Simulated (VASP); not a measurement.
# YNb (Pm-3m) in VASP: settings compared, part 2 of 2

VASP 6.6.1. Earlier steps stand in the parts before.

**4. Band structure, LDA**

POSCAR

```
YNb
1.0
    3.6114100000      0.0000000000      0.0000000000
    0.0000000000      3.6114100000      0.0000000000
    0.0000000000      0.0000000000      3.6114100000
Y Nb
1 1
Direct
    0.0000000000      0.0000000000      0.0000000000
    0.5000000000      0.5000000000      0.5000000000
```

INCAR.step1

```
ALGO     = Normal         # electronic algorithm
EDIFF    = 1E-6           # SCF threshold, eV
ENCUT    = 520            # plane-wave cutoff, eV
ISIF     = 2              # what is computed and relaxed
ISMEAR   = -1             # smearing method
LASPH    = True           # aspherical terms in the spheres
LCHARG   = True           # write CHGCAR
LMAXMIX  = 4              # l up to which the mixer works
LREAL    = False          # projectors in reciprocal space
LWAVE    = False          # write WAVECAR
NELM     = 100            # most SCF steps
PREC     = Normal         # precision mode
SIGMA    = 0.05           # smearing width, eV
```

KPOINTS.step1

```
k-points
0
Gamma
  7 7 7
```

INCAR.step2

```
ALGO     = Normal         # electronic algorithm
EDIFF    = 1E-6           # SCF threshold, eV
ENCUT    = 520            # plane-wave cutoff, eV
ICHARG   = 11             # starting density
ISIF     = 2              # what is computed and relaxed
ISMEAR   = 0              # smearing method
LASPH    = True           # aspherical terms in the spheres
LCHARG   = False          # write CHGCAR
LMAXMIX  = 4              # l up to which the mixer works
LREAL    = False          # projectors in reciprocal space
LWAVE    = False          # write WAVECAR
NELM     = 100            # most SCF steps
PREC     = Normal         # precision mode
SIGMA    = 0.05           # smearing width, eV
```

KPOINTS.step2

```
path GXMGRX,MR
10
line-mode
reciprocal
 0.0000000000  0.0000000000  0.0000000000  G
 0.0000000000  0.5000000000  0.0000000000  X

 0.0000000000  0.5000000000  0.0000000000  X
 0.5000000000  0.5000000000  0.0000000000  M

 0.5000000000  0.5000000000  0.0000000000  M
 0.0000000000  0.0000000000  0.0000000000  G

 0.0000000000  0.0000000000  0.0000000000  G
 0.5000000000  0.5000000000  0.5000000000  R

 0.5000000000  0.5000000000  0.5000000000  R
 0.0000000000  0.5000000000  0.0000000000  X

 0.5000000000  0.5000000000  0.0000000000  M
 0.5000000000  0.5000000000  0.5000000000  R
```

Potentials or basis: VASP PAW LDA potentials, release 64 (Y_sv, Nb_sv).

Started as:

```console
$ cat potpaw_LDA.64/Y_sv/POTCAR potpaw_LDA.64/Nb_sv/POTCAR > POTCAR
$ cp INCAR.step1 INCAR
$ cp KPOINTS.step1 KPOINTS
$ mpirun -np 1 vasp_std > vasp.out
$ cp INCAR.step2 INCAR
$ cp KPOINTS.step2 KPOINTS
$ mpirun -np 1 vasp_std > vasp.out
```

OUTCAR:

```text
EDIFF = 1E-6
   ENCUT = 520
   ICHARG = 11
   ISIF = 2
   ISMEAR = 0
   LASPH = True
   LREAL = False
   NELM = 100
   PREC = Normal

 ion  position               nearest neighbor table
   1  0.000  0.000  0.000-   2 3.13   2 3.13   2 3.13   2 3.13   2 3.13   2 3.13   2 3.13   2 3.13

   2  0.500  0.500  0.500-   1 3.13   1 3.13   1 3.13   1 3.13   1 3.13   1 3.13   1 3.13   1 3.13

  LATTYP: Found a simple cubic cell.
 ALAT       =     3.6114100000

  Lattice vectors:

 A1 = (   3.6114100000,   0.0000000000,   0.0000000000)
 A2 = (   0.0000000000,   3.6114100000,   0.0000000000)
 A3 = (   0.0000000000,   0.0000000000,   3.6114100000)

Analysis of symmetry for initial positions (statically):
=====================================================================
 Subroutine PRICEL returns:
 Original cell was already a primitive cell.

 Routine SETGRP: Setting up the symmetry group for a
 simple cubic supercell.

 Subroutine GETGRP returns: Found 48 space group operations
 (whereof 48 operations were pure point group operations)
 out of a pool of 48 trial point group operations.

The static configuration has the point symmetry O_h .

Analysis of symmetry for dynamics (positions and initial velocities):
=====================================================================
 Subroutine PRICEL returns:
 Original cell was already a primitive cell.

 Routine SETGRP: Setting up the symmetry group for a
 simple cubic supercell.

 Subroutine GETGRP returns: Found 48 space group operations
 (whereof 48 operations were pure point group operations)
 out of a pool of 48 trial point group operations.

The dynamic configuration has the point symmetry O_h .

 Subroutine INISYM returns: Found 48 space group operations
 (whereof 48 operations are pure point group operations),
 and found     1 'primitive' translations

----------------------------------------------------------------------------------------

                                     Primitive cell

  volume of cell :      47.1010

  direct lattice vectors                    reciprocal lattice vectors
     3.611410000  0.000000000  0.000000000     0.276900158  0.000000000  0.000000000
     0.000000000  3.611410000  0.000000000     0.000000000  0.276900158  0.000000000
     0.000000000  0.000000000  3.611410000     0.000000000  0.000000000  0.276900158

  length of vectors
     3.611410000  3.611410000  3.611410000     0.276900158  0.276900158  0.276900158

  position of ions in fractional coordinates (direct lattice)
     0.000000000  0.000000000  0.000000000
     0.500000000  0.500000000  0.500000000

  ion indices of the primitive-cell ions
   primitive index   ion index
                 1           1
                 2           2

----------------------------------------------------------------------------------------

 KPOINTS: path GXMGRX,MR

Interpolating k-points between supplied coordinates.

 Line segments in fractional coordinates (reciprocal lattice):
    0.000000  0.000000  0.000000  ...  0.000000  0.500000  0.000000
    0.000000  0.500000  0.000000  ...  0.500000  0.500000  0.000000
    0.500000  0.500000  0.000000  ...  0.000000  0.000000  0.000000
    0.000000  0.000000  0.000000  ...  0.500000  0.500000  0.500000
    0.500000  0.500000  0.500000  ...  0.000000  0.500000  0.000000
    0.500000  0.500000  0.000000  ...  0.500000  0.500000  0.500000

 Generated    10 points on each line segment, for a total of     60 k-points:

 Following reciprocal coordinates:
            Coordinates               Weight
  0.000000  0.000000  0.000000      0.016667
  0.000000  0.055556  0.000000      0.016667
  0.000000  0.111111  0.000000      0.016667
  0.000000  0.166667  0.000000      0.016667
  0.000000  0.222222  0.000000      0.016667
  0.000000  0.277778  0.000000      0.016667
[... 16 lines left out ...]
  0.388889  0.388889  0.000000      0.016667
  0.333333  0.333333  0.000000      0.016667
 [... further k-points ...]
   k-points           NKPTS =     60   k-points in BZ     NKDIM =     60   number of bands    NBANDS=     16
   number of dos      NEDOS =    301   number of ions     NIONS =      2
   total plane-waves  NPLWV =   8000
   dimension x,y,z NGX =    20 NGY =   20 NGZ =   20
   dimension x,y,z NGXF=    40 NGYF=   40 NGZF=   40
   ions per type =               1   1
   NGX,Y,Z   is equivalent  to a cutoff of   9.21,  9.21,  9.21 a.u.
   NGXF,Y,Z  is equivalent  to a cutoff of  18.41, 18.41, 18.41 a.u.
 SYSTEM =  unknown system
   PREC   = normal    normal or accurate (medium, high low for compatibility)
   ISTART =      0    job   : 0-new  1-cont  2-samecut
   ICHARG =     11    charge: 1-file 2-atom 10-const
   ISPIN  =      1    spin polarized calculation?
   LNONCOLLINEAR =      F non collinear calculations
   LSORBIT =      F    spin-orbit coupling
   LASPH  =      T    aspherical Exc in radial PAW
   ENCUT  =  520.0 eV  38.22 Ry    6.18 a.u.   6.71  6.71  6.71*2*pi/ulx,y,z
   NELM   =    100;   NELMIN=  2; NELMDL=  0     # of ELM steps
   EDIFF  = 0.1E-05   stopping-criterion for ELM
   LREAL  =      F    real-space projection
   EDIFFG = 0.1E-04   stopping-criterion for IOM
   NSW    =      0    number of steps for IOM
   IBRION =     -1    ionic relax: 0-MD 1-quasi-New 2-CG
   NFREE  =      0    steps in history (QN), initial steepest desc. (CG)
   ISIF   =      2    stress and relaxation
   ISYM   =      2    0-nonsym 1-usesym 2-fastsym
   POTIM  = 0.5000    time-step for ionic-motion
   TEBEG  =    0.0;   TEEND  =   0.0 temperature during run
   PSTRESS=    0.0 pullay stress
   NELECT =      24.0000    total number of electrons
   NUPDOWN=      -1.0000    fix difference up-down
   EMIN   =  10.00;   EMAX   =-10.00  energy-range for DOS
   EFERMI =   0.00;   METHOD = LEGACY
   ISMEAR =     0;   SIGMA  =   0.05  broadening in eV -4-tet -1-fermi 0-gaus
   EFERMI_NEDOS =   21; number of points for ismear=-14 and -15
   IALGO  =     38    algorithm
   IMIX   =      4    mixing-type and parameters
     AMIX     =   0.40;   BMIX     =  1.00
     AMIX_MAG =   1.60;   BMIX_MAG =  1.00
  volume/ion in A,a.u.               =      23.55       158.93
  Fermi-wavevector in a.u.,A,eV,Ry     =   1.307581  2.470969 23.262791  1.709767
  Thomas-Fermi vector in A             =   2.438306
   LORBIT       =      0    0 simple, 1 ext, 2 COOP (PROOUT), +10 PAW based schemes
   GGA     = CA    functional components
   LHFCALC =     F    Hartree Fock is set to
   AEXX    =    0.0000 exact exchange contribution
   IVDW    =     0    specifies the selected vdW correction
   LEPSILON=     F    determine dielectric tensor
   LRPA    =     F    only Hartree local field effects (RPA)
 non-spin polarized calculation
 Gauss-broadening in eV      SIGMA  =   0.05
  energy-cutoff  :      520.00
  volume of cell :       47.10
 maximum number of plane-waves:      1328

 number of electron      23.9999991 magnetization

 Free energy of the ion-electron system (eV)
  ---------------------------------------------------
  ext. energy  EPLUGINS =         0.00000000
  ---------------------------------------------------
  free energy    TOTEN  =       -17.63877374 eV

  energy without entropy =      -17.63829887  energy(sigma->0) =      -17.63853631

 E-fermi :   6.2095     XC(G=0): -11.1864

 val. band max:        6.1467601565   @ k =   0.2222   0.5000   0.0000
 cond. band min:       6.2777486984   @ k =   0.3333   0.3333   0.0000
 fundamental gap:      0.1309885420
 Fermi energy:         6.2094649550

 k-point     1 :       0.0000    0.0000    0.0000
  band No.  band energies     occupation
      1     -48.1574      2.00000
      2     -35.1595      2.00000
      3     -24.3446      2.00000
      4     -24.3446      2.00000
      5     -24.3446      2.00000
      6     -15.2093      2.00000
[... 8 lines left out ...]
     15       9.9378      0.00000
     16       9.9378      0.00000
[... 419 lines left out ...]
 k-point    24 :       0.3333    0.3333    0.0000
  band No.  band energies     occupation
      1     -48.1481      2.00000
      2     -35.1289      2.00000
      3     -24.4188      2.00000
      4     -24.4096      2.00000
      5     -24.3255      2.00000
      6     -15.4416      2.00000
[... 8 lines left out ...]
     15       8.6467      0.00000
     16       9.6927      0.00000

 [... further k-points ...]

------------------------ aborting loop because EDIFF is reached ----------------------------------------

  FORCE on cell =-STRESS in cart. coord.  units (eV):
  Direction    XX          YY          ZZ          XY          YZ          ZX
  --------------------------------------------------------------------------------------
  -------------------------------------------------------------------------------------
  Total       -3.8250908     -3.8250908     -3.8250908      0.0000000      0.0000000      0.0000000
  in kB     -130.1133746   -130.1133746   -130.1133746      0.0000000      0.0000000      0.0000000
  external PRESSURE =    -130.1133746 kB  Pullay stress =       0.0000000 kB

 VOLUME and BASIS-vectors are now :
 -----------------------------------------------------------------------------
  energy-cutoff  :      520.00
  volume of cell :       47.10
      direct lattice vectors                 reciprocal lattice vectors
     3.611410000  0.000000000  0.000000000     0.276900158  0.000000000  0.000000000
     0.000000000  3.611410000  0.000000000     0.000000000  0.276900158  0.000000000
     0.000000000  0.000000000  3.611410000     0.000000000  0.000000000  0.276900158

 POSITION                                       TOTAL-FORCE (eV/Angst)
 -----------------------------------------------------------------------------------
      0.00000      0.00000      0.00000         0.000000      0.000000      0.000000
      1.80570      1.80570      1.80570         0.000000      0.000000      0.000000
 -----------------------------------------------------------------------------------
    total drift:                                0.000000      0.000000      0.000000

  FREE ENERGIE OF THE ION-ELECTRON SYSTEM (eV)
  ---------------------------------------------------
  free  energy   TOTEN  =       -17.6387737414 eV

  energy  without entropy=      -17.6382988721  energy(sigma->0) =      -17.63853631
```

Run time: 10 s. Hardware: 1 thread of Intel Xeon 6975P-C (Granite Rapids), shared host; peak memory 0.16 GiB.

Results:

- Band gap along the path: none (metal or under the smearing width)

Levels at the corners of the path, in eV from the Fermi level:
| point | band 8 | band 9 | band 10 | band 11 | band 12 | band 13 | band 14 | band 15 | band 16 |
| --- | --- | --- | --- | --- | --- | --- | --- | --- | --- |
| Γ | -21.35 | -5.16 | -2.42 | -2.42 | 0.86 | 0.86 | 0.86 | 3.80 | 3.80 |
| X | -21.34 | -2.13 | -1.92 | -0.88 | 0.68 | 0.68 | 0.76 | 1.65 | 2.59 |
| X | -21.34 | -2.13 | -1.92 | -0.88 | 0.68 | 0.68 | 0.76 | 1.65 | 2.59 |
| M | -21.31 | -2.77 | -2.53 | -0.68 | -0.68 | 1.90 | 1.90 | 2.70 | 2.80 |
| M | -21.31 | -2.77 | -2.53 | -0.68 | -0.68 | 1.90 | 1.90 | 2.70 | 2.80 |
| Γ | -21.35 | -5.16 | -2.42 | -2.42 | 0.86 | 0.86 | 0.86 | 3.80 | 3.80 |
| Γ | -21.35 | -5.16 | -2.42 | -2.42 | 0.86 | 0.86 | 0.86 | 3.80 | 3.80 |
| R | -21.63 | -0.62 | -0.62 | -0.62 | -0.13 | -0.13 | -0.13 | 2.79 | 2.79 |
| R | -21.63 | -0.62 | -0.62 | -0.62 | -0.13 | -0.13 | -0.13 | 2.79 | 2.79 |
| X | -21.34 | -2.13 | -1.92 | -0.88 | 0.68 | 0.68 | 0.76 | 1.65 | 2.59 |
| M | -21.31 | -2.77 | -2.53 | -0.68 | -0.68 | 1.90 | 1.90 | 2.70 | 2.80 |
| R | -21.63 | -0.62 | -0.62 | -0.62 | -0.13 | -0.13 | -0.13 | 2.79 | 2.79 |

Caveat: the log is that of the step along the path at fixed density, whose energy, stress, charges and moments have no meaning.

**5. For comparison**

An earlier run on the cell as given: functional PBE; potentials or basis VASP PAW PBE potentials, release 64 (Y_sv, Nb_sv); cutoff 520 eV; k mesh 7 × 7 × 7; occupations fermi-dirac, width 0.05 eV; no spin polarisation.

* Pressure: -0.1 GPa
* Band gap on the k mesh: none (metal or under the smearing width)

**6. Summary**

```csv
task,level,potentials or basis,other keys,pressure (GPa)
band structure,TPSS,"VASP PAW PBE potentials, release 64 (Y_sv, Nb_sv)",-,-1.6
band structure,TB-mBJ,"VASP PAW PBE potentials, release 64 (Y_sv, Nb_sv)",-,-
band structure,LDA,"VASP PAW LDA potentials, release 64 (Y_sv, Nb_sv)",PREC = Normal,-
single point,PBE,"VASP PAW PBE potentials, release 64 (Y_sv, Nb_sv)",-,-0.1
```

Alike in all rows: no spin polarisation; cell as given; k mesh 7 × 7 × 7; cutoff (eV) 520; smearing fermi-dirac 0.05 eV.

Caveats: the PAW data sets were made with another functional, which shifts forces and pressure a little (some runs).

Absolute energies hang on the potentials; compare differences alone.
